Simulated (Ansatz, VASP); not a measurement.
**HfB2 in two plane-wave programs**

Aim: how closely do two programs agree when they are given the same cell, functional and k mesh? The cell is taken from a series of runs on this material, whose earlier steps may have relaxed, scaled, displaced or heated it; both programs get it as it stands.

Method: plane waves, with VASP 6.6.1 beside it; zone-centre phonons at PBEsol, in Ansatz 0.2.0.

## (1) Starting point

The structure is hexagonal, space group P6/mmm (No. 191). Conventional cell: a = 3.088 Å, b = 3.088 Å, c = 3.393 Å, α = 90.00°, β = 90.00°, γ = 120.00°. B has 3 B at 1.78 Å and 6 Hf at 2.46 Å nearest. Nearest to Hf lie 12 B at 2.46 Å. Farther neighbours are not listed.

Coordinates:

```cif
data_structure
_symmetry_space_group_name_H-M 'P6/mmm'
_symmetry_Int_Tables_number 191
_cell_length_a 3.0882
_cell_length_b 3.0882
_cell_length_c 3.3934
_cell_angle_alpha 90.000
_cell_angle_beta 90.000
_cell_angle_gamma 120.000
_cell_volume 28.03
loop_
_atom_site_label
_atom_site_type_symbol
_atom_site_symmetry_multiplicity
_atom_site_Wyckoff_symbol
_atom_site_fract_x
_atom_site_fract_y
_atom_site_fract_z
_atom_site_occupancy
B1 B 2 d 0.33333 0.66667 0.50000 1
Hf1 Hf 1 a 0.00000 0.00000 0.00000 1
```

## (2) VASP: zone-centre phonons, PBEsol

Second derivatives magnify differences that forces hide, and they need a tight electronic threshold.

Lines of VASP's logs that name or quote its potential files are left out, and so is its time.

The input, INCAR:

```
SYSTEM = HfB2
PREC = Accurate
ENCUT = 500
EDIFF = 1E-08
NELM = 120
ISMEAR = 1
SIGMA = 0.2
LREAL = .FALSE.
ALGO = Normal
GGA = PS
NBANDS = 14
LASPH = .TRUE.
LORBIT = 11
LWAVE = .FALSE.
LCHARG = .FALSE.
ISIF = 2
IBRION = 8
GGA_COMPAT = .FALSE.
KPAR = 2
```

The input, POSCAR:

```
HfB2
1.0
    3.0881504622      0.0000000000      0.0000000000
   -1.5440752311      2.6744167510      0.0000000000
    0.0000000000      0.0000000000      3.3934378547
B Hf
2 1
Direct
    0.3333333333      0.6666666667      0.5000000000
    0.6666666667      0.3333333333      0.5000000000
    0.0000000000      0.0000000000      0.0000000000
```

The input, KPOINTS:

```
Automatic mesh
0
Gamma
15 15 12
0 0 0
```

PAW data sets: B and Hf_pv (PBE family, release 64).

Command:

```bash
> mpirun -np 2 vasp_std
```

Numbers of over 12 decimals in the logs are rounded to 6 here.

The program printed:

```text
[banner, memory and clock lines left out]
running    2 mpi-ranks, on    1 nodes
 distrk:  each k-point on    1 cores,    2 groups
 distr:  one band on    1 cores,    1 groups

 POSCAR found type information on POSCAR B Hf
 POSCAR found :  2 types and       3 ions
|                                                                             |
|               ----> ADVICE to this user running VASP <----                  |
|                                                                             |
|     You enforced a specific xc type in the INCAR file but a different       |
|     [... a line on the potential file left out ...]
|     I HOPE YOU KNOW WHAT YOU ARE DOING!                                     |
|                                                                             |

 LDA part: xc-table for (Slater+PW92), standard interpolation
 POSCAR, INCAR and KPOINTS ok, starting setup
 FFT: planning ... GRIDC
 FFT: planning ... GRID_SOFT
 FFT: planning ... GRID
 WAVECAR not read
 entering main loop
       N       E                     dE             d eps       ncg     rms          rms(c)
DAV:   1     0.263288912043E+02    0.26329E+02   -0.80372E+03  5300   0.106E+03
DAV:   2    -0.286071291700E+02   -0.54936E+02   -0.51435E+02  6866   0.227E+02
DAV:   3    -0.300745558378E+02   -0.14674E+01   -0.14605E+01  7062   0.277E+01
DAV:   4    -0.300805976805E+02   -0.60418E-02   -0.60406E-02  6042   0.218E+00
DAV:   5    -0.300806338634E+02   -0.36183E-04   -0.36182E-04  6984   0.146E-01    0.593E+01
DAV:   6    -0.279515560132E+02    0.21291E+01   -0.31901E+00  6372   0.126E+01    0.425E+01
DAV:   7    -0.279099192762E+02    0.41637E-01   -0.12151E+00  6726   0.800E+00    0.106E+01
DAV:   8    -0.278279940239E+02    0.81925E-01   -0.35742E-01  6324   0.449E+00    0.162E+00
DAV:   9    -0.278236630895E+02    0.43309E-02   -0.26188E-02  6168   0.131E+00    0.399E-01
DAV:  10    -0.278234409310E+02    0.22216E-03   -0.95047E-04  6618   0.265E-01    0.257E-01
DAV:  11    -0.278234472238E+02   -0.62928E-05   -0.59033E-05  6396   0.594E-02    0.808E-02
DAV:  12    -0.278234452917E+02    0.19321E-05   -0.36883E-06  6156   0.151E-02    0.222E-02
DAV:  13    -0.278234454317E+02   -0.14006E-06   -0.19229E-07  6804   0.364E-03    0.443E-03
DAV:  14    -0.278234454460E+02   -0.14259E-07   -0.33640E-08  6336   0.151E-03    0.286E-03
DAV:  15    -0.278234454693E+02   -0.23255E-07   -0.32387E-09  2934   0.502E-04    0.743E-04
DAV:  16    -0.278234454670E+02    0.22051E-08   -0.29218E-10  2784   0.157E-04
   1 F= -.27823445E+02 E0= -.27823542E+02  d E =0.289798E-03
 Linear response reoptimize wavefunctions to high precision
DAV:   1    -0.278234454647E+02    0.23006E-08   -0.11651E-10  2970   0.984E-05
DAV:   2    -0.278234454648E+02   -0.25466E-10   -0.16016E-11  2760   0.357E-05
 Linear response DOF=           4
 Linear response progress:
  Degree of freedom:   1/  4
       N       E                     dE             d eps       ncg     rms          rms(c)
RMM:   1    -0.454290435745E-01   -0.45429E-01    0.24557E-02 53182   0.117E+00
RMM:   2    -0.441120086080E-01    0.13170E-02   -0.12061E-03 37801   0.205E-01    0.299E-01
RMM:   3    -0.439561821641E-01    0.15583E-03   -0.56755E-04 33818   0.121E-01    0.159E-01
RMM:   4    -0.444719640267E-01   -0.51578E-03   -0.54418E-04 34095   0.113E-01    0.207E-02
RMM:   5    -0.444357838557E-01    0.36180E-04   -0.15221E-05 37428   0.231E-02    0.668E-03
RMM:   6    -0.444332385973E-01    0.25453E-05   -0.47098E-07 39693   0.432E-03    0.204E-03
RMM:   7    -0.444292330282E-01    0.40056E-05   -0.38357E-08 39865   0.163E-03    0.105E-03
RMM:   8    -0.444301317208E-01   -0.89869E-06   -0.16703E-08 41669   0.336E-04    0.412E-04
RMM:   9    -0.444303922033E-01   -0.26048E-06   -0.69057E-09 41821   0.865E-05    0.166E-04
RMM:  10    -0.444304404447E-01   -0.48241E-07   -0.30886E-09 39860   0.427E-05    0.196E-05
RMM:  11    -0.444304839435E-01   -0.43499E-07   -0.32756E-10 41347   0.123E-05    0.119E-05
RMM:  12    -0.444304851328E-01   -0.11893E-08   -0.19342E-10 38376   0.441E-06    0.205E-05
 first order change of Fermi-energy   0.11319E-04
 force on displaced ion       1 direction 1 : -19.121  -0.001   0.000
 Linear response progress:
  Degree of freedom:   2/  4
       N       E                     dE             d eps       ncg     rms          rms(c)
RMM:   1    -0.460099934725E-01   -0.46010E-01    0.44587E-02 18297   0.132E+00
RMM:   2    -0.458623627243E-01    0.14763E-03   -0.11130E-03 13503   0.202E-01    0.483E-01
RMM:   3    -0.457033596707E-01    0.15900E-03   -0.77363E-04 12213   0.143E-01    0.231E-01
RMM:   4    -0.461389234442E-01   -0.43556E-03   -0.40222E-04 13264   0.953E-02    0.322E-02
RMM:   5    -0.461730486978E-01   -0.34125E-04   -0.21136E-05 13582   0.287E-02    0.931E-03
RMM:   6    -0.461704847755E-01    0.25639E-05   -0.11107E-06 13692   0.626E-03    0.289E-03
RMM:   7    -0.461581861288E-01    0.12299E-04   -0.19603E-07 12921   0.230E-03    0.397E-04
RMM:   8    -0.461578868050E-01    0.29932E-06   -0.59812E-09 14653   0.475E-04    0.112E-04
RMM:   9    -0.461579360778E-01   -0.49273E-07    0.87253E-09 14708   0.867E-05    0.924E-05
RMM:  10    -0.461580048488E-01   -0.68771E-07    0.66849E-10 15191   0.225E-05    0.309E-05
RMM:  11    -0.461579936637E-01    0.11185E-07    0.60809E-10 13989   0.164E-05    0.290E-06
RMM:  12    -0.461579926848E-01    0.97890E-09    0.28940E-09 13705   0.359E-06    0.198E-06
 first order change of Fermi-energy  -0.45982E-04
 force on displaced ion       1 direction 3 :   0.000  -0.000 -11.604
 Linear response progress:
  Degree of freedom:   3/  4
       N       E                     dE             d eps       ncg     rms          rms(c)
RMM:   1    -0.204846801297E+00   -0.20485E+00    0.46740E+00 13904   0.125E+01
RMM:   2    -0.202091134389E+00    0.27557E-02   -0.32599E-02 19298   0.124E+00    0.535E-01
RMM:   3    -0.201435683077E+00    0.65545E-03   -0.10151E-03 25243   0.163E-01    0.247E-01
RMM:   4    -0.200958006272E+00    0.47768E-03   -0.72460E-05 26311   0.533E-02    0.148E-01
RMM:   5    -0.200513890963E+00    0.44412E-03   -0.27167E-05 26572   0.369E-02    0.117E-02
RMM:   6    -0.200509685704E+00    0.42053E-05   -0.22421E-06 25783   0.104E-02    0.412E-03
RMM:   7    -0.200521610261E+00   -0.11925E-04   -0.22049E-08 28271   0.229E-03    0.416E-03
RMM:   8    -0.200521360706E+00    0.24955E-06   -0.32594E-07 26636   0.544E-04    0.579E-04
RMM:   9    -0.200521086017E+00    0.27469E-06   -0.38655E-07 28337   0.213E-04    0.466E-04
RMM:  10    -0.200521428341E+00   -0.34232E-06   -0.29584E-07 27546   0.701E-05    0.993E-06
RMM:  11    -0.200521429510E+00   -0.11687E-08   -0.13702E-07 28476   0.261E-05    0.280E-05
RMM:  12    -0.200521441697E+00   -0.12187E-07   -0.66870E-08 25990   0.121E-05    0.561E-06
RMM:  13    -0.200521440956E+00    0.74173E-09   -0.30615E-08 20025   0.664E-06    0.455E-06
 first order change of Fermi-energy   0.68966E-04
 force on displaced ion       3 direction 1 : -16.218   0.000   0.000
 Linear response progress:
  Degree of freedom:   4/  4
       N       E                     dE             d eps       ncg     rms          rms(c)
RMM:   1    -0.227265473794E+00   -0.22727E+00    0.45759E+00  6052   0.127E+01
RMM:   2    -0.224621065169E+00    0.26444E-02   -0.37910E-02  8148   0.132E+00    0.902E-01
RMM:   3    -0.224134966819E+00    0.48610E-03   -0.21293E-03 10522   0.208E-01    0.457E-01
RMM:   4    -0.223721925725E+00    0.41304E-03   -0.22730E-04 10105   0.786E-02    0.167E-01
RMM:   5    -0.223498020156E+00    0.22391E-03   -0.23416E-05 10775   0.310E-02    0.250E-02
RMM:   6    -0.223440104804E+00    0.57915E-04   -0.26906E-06 10649   0.971E-03    0.456E-03
RMM:   7    -0.223451698506E+00   -0.11594E-04    0.15181E-05 11292   0.342E-03    0.475E-03
RMM:   8    -0.223446152139E+00    0.55464E-05    0.21027E-05 11425   0.105E-03    0.161E-03
RMM:   9    -0.223444509250E+00    0.16429E-05    0.10644E-05 11795   0.360E-04    0.243E-04
RMM:  10    -0.223444457464E+00    0.51786E-07    0.52059E-06 12358   0.125E-04    0.564E-05
RMM:  11    -0.223444410010E+00    0.47453E-07    0.24075E-06 12077   0.523E-05    0.471E-05
RMM:  12    -0.223444367584E+00    0.42426E-07    0.12702E-06 11768   0.274E-05    0.467E-06
RMM:  13    -0.223444388362E+00   -0.20778E-07    0.58053E-07 10906   0.157E-05    0.837E-06
RMM:  14    -0.223444375376E+00    0.12986E-07    0.34197E-07  9081   0.806E-06    0.408E-06
RMM:  15    -0.223444367199E+00    0.81763E-08    0.16822E-07  8913   0.525E-06    0.716E-07
RMM:  16    -0.223444368034E+00   -0.83507E-09    0.87430E-08  6447   0.313E-06    0.838E-07
 first order change of Fermi-energy  -0.62930E-05
 force on displaced ion       3 direction 3 :   0.000  -0.000 -18.826
 Linear response finished
```

From OUTCAR (step 2):

```text
ion  position               nearest neighbor table
   1  0.333  0.667  0.500-   2 1.78   2 1.78   2 1.78   3 2.46   3 2.46   3 2.46   3 2.46   3 2.46
                             3 2.46
   2  0.667  0.333  0.500-   1 1.78   1 1.78   1 1.78   3 2.46   3 2.46   3 2.46   3 2.46   3 2.46
                             3 2.46
   3  0.000  0.000  0.000-   1 2.46   2 2.46   1 2.46   2 2.46   2 2.46   2 2.46   1 2.46   1 2.46
                             2 2.46   2 2.46   1 2.46   1 2.46

  LATTYP: Found a hexagonal cell.
 ALAT       =     3.0881504622
 C/A-ratio  =     1.0988576807

 Subroutine GETGRP returns: Found 24 space group operations
 (whereof 24 operations were pure point group operations)

The static configuration has the point symmetry D_6h.

 Found    189 irreducible k-points:

   k-points           NKPTS =    189   k-points in BZ     NKDIM =    189   number of bands    NBANDS=     14

   dimension x,y,z NGX =    24 NGY =   24 NGZ =   28
   dimension x,y,z NGXF=    48 NGYF=   48 NGZF=   56

   ENCUT  =  500.0 eV  36.75 Ry    6.06 a.u.   5.63  5.63  6.19*2*pi/ulx,y,z

   NELECT =      16.0000    total number of electrons

 k-points in reciprocal lattice and weights: Automatic mesh
   0.00000000  0.00000000  0.00000000       0.000
   0.06666667  0.00000000  0.00000000       0.002
   0.13333333  0.00000000  0.00000000       0.002
   0.20000000  0.00000000  0.00000000       0.002
   0.26666667  0.00000000  0.00000000       0.002
   0.33333333  0.00000000  0.00000000       0.002
   0.40000000  0.00000000  0.00000000       0.002
   0.46666667  0.00000000  0.00000000       0.002
   0.06666667  0.06666667  0.00000000       0.002
[...]
0.33333333  0.26666667  0.50000000       0.004
   0.33333333  0.33333333  0.50000000       0.001

 average (electrostatic) potential at core
       1 -24.6206       2 -24.6206       3 -33.3756

  Total        2.0117489      2.0117489      2.0989638      0.0000000      0.0000000      0.0000000
  in kB      115.0050522    115.0050522    119.9908380      0.0000000      0.0000000      0.0000000
  external PRESSURE =     116.6669808 kB  Pullay stress =       0.0000000 kB

  energy-cutoff  :      500.00
  volume of cell :       28.03
      direct lattice vectors                 reciprocal lattice vectors
     3.088150462  0.000000000  0.000000000     0.323818419  0.186956651  0.000000000
    -1.544075231  2.674416751  0.000000000     0.000000000  0.373913303  0.000000000
     0.000000000  0.000000000  3.393437855     0.000000000  0.000000000  0.294686404

 POSITION                                       TOTAL-FORCE (eV/Angst)
 -----------------------------------------------------------------------------------
     -0.00000      1.78294      1.69672        -0.000000      0.000000      0.000000
      1.54408      0.89147      1.69672         0.000000     -0.000000      0.000000
      0.00000      0.00000      0.00000        -0.000000      0.000000      0.000000
 -----------------------------------------------------------------------------------
    total drift:                               -0.000000      0.000000      0.000000

 Eigenvectors and eigenvalues of the dynamical matrix
 ----------------------------------------------------

   1 f  =   26.099178 THz   163.985970 2PiTHz  870.574860 cm-1   107.937478 meV
             X         Y         Z           dx          dy          dz
     -0.000000  1.782945  1.696719    -0.000001   -0.707107    0.000000
      1.544075  0.891472  1.696719     0.000001    0.707107   -0.000000
      0.000000  0.000000  0.000000     0.000000    0.000000    0.000000

   2 f  =   26.099178 THz   163.985970 2PiTHz  870.574860 cm-1   107.937478 meV
             X         Y         Z           dx          dy          dz
     -0.000000  1.782945  1.696719    -0.707107    0.000001    0.000000
      1.544075  0.891472  1.696719     0.707107   -0.000001   -0.000000
      0.000000  0.000000  0.000000    -0.000000   -0.000000    0.000000

   3 f  =   17.661487 THz   110.970394 2PiTHz  589.123782 cm-1    73.042007 meV
             X         Y         Z           dx          dy          dz
     -0.000000  1.782945  1.696719     0.000000    0.000000    0.707107
      1.544075  0.891472  1.696719     0.000000    0.000000   -0.707107
      0.000000  0.000000  0.000000    -0.000000   -0.000000    0.000000

   4 f  =   15.443461 THz    97.034126 2PiTHz  515.138401 cm-1    63.868993 meV
             X         Y         Z           dx          dy          dz
     -0.000000  1.782945  1.696719    -0.000000    0.000000    0.667801
      1.544075  0.891472  1.696719    -0.000000    0.000000    0.667801
      0.000000  0.000000  0.000000    -0.000000   -0.000000   -0.328761

   5 f  =   14.338159 THz    90.089310 2PiTHz  478.269503 cm-1    59.297834 meV
             X         Y         Z           dx          dy          dz
     -0.000000  1.782945  1.696719     0.000000    0.667825   -0.000000
      1.544075  0.891472  1.696719     0.000000    0.667825   -0.000000
      0.000000  0.000000  0.000000    -0.000000   -0.328662    0.000000

   6 f  =   14.338159 THz    90.089310 2PiTHz  478.269503 cm-1    59.297834 meV
             X         Y         Z           dx          dy          dz
     -0.000000  1.782945  1.696719    -0.667825    0.000000    0.000000
      1.544075  0.891472  1.696719    -0.667825    0.000000   -0.000000
      0.000000  0.000000  0.000000     0.328662    0.000000    0.000000

   7 f/i=    0.000718 THz     0.004510 2PiTHz    0.023941 cm-1     0.002968 meV
             X         Y         Z           dx          dy          dz
     -0.000000  1.782945  1.696719    -0.006480   -0.232308    0.000000
      1.544075  0.891472  1.696719    -0.006480   -0.232308    0.000000
      0.000000  0.000000  0.000000    -0.026332   -0.944081    0.000000

   8 f/i=    0.000718 THz     0.004510 2PiTHz    0.023941 cm-1     0.002968 meV
             X         Y         Z           dx          dy          dz
     -0.000000  1.782945  1.696719     0.232308   -0.006480    0.000000
      1.544075  0.891472  1.696719     0.232308   -0.006480    0.000000
      0.000000  0.000000  0.000000     0.944081   -0.026332    0.000000

   9 f/i=    0.000857 THz     0.005385 2PiTHz    0.028589 cm-1     0.003545 meV
             X         Y         Z           dx          dy          dz
     -0.000000  1.782945  1.696719    -0.000000    0.000000    0.232469
      1.544075  0.891472  1.696719    -0.000000    0.000000    0.232469
      0.000000  0.000000  0.000000    -0.000000    0.000000    0.944413

 ELASTIC MODULI CONTR FROM IONIC RELAXATION (kBar)
 Direction    XX          YY          ZZ          XY          YZ          ZX
 --------------------------------------------------------------------------------
 XX          -0.1627      0.1627      0.0000     -0.0000      0.0000     -0.0000
 YY           0.1627     -0.1627      0.0000      0.0000      0.0000      0.0000
 ZZ           0.0000      0.0000      0.0000      0.0000      0.0000      0.0000
 XY          -0.0000      0.0000      0.0000     -0.1627      0.0000      0.0000
 YZ           0.0000      0.0000      0.0000      0.0000      0.0000      0.0000
 ZX          -0.0000      0.0000      0.0000      0.0000      0.0000     -0.0000
 --------------------------------------------------------------------------------
```

(Continued in part 2 of 2.)

[Lines on the potential files, build, host, timing and source positions are cut from VASP's logs without a mark.]

[Logs are printed without paths, hosts, clocks, repeated set-up lines and the standing remarks that a program may print on its own settings, such as how far it seeks lower states.]

[Hosts, paths, dates, database ids (printed as entryN), source tags and the programs' standing remarks are cut or masked in the printed files.]
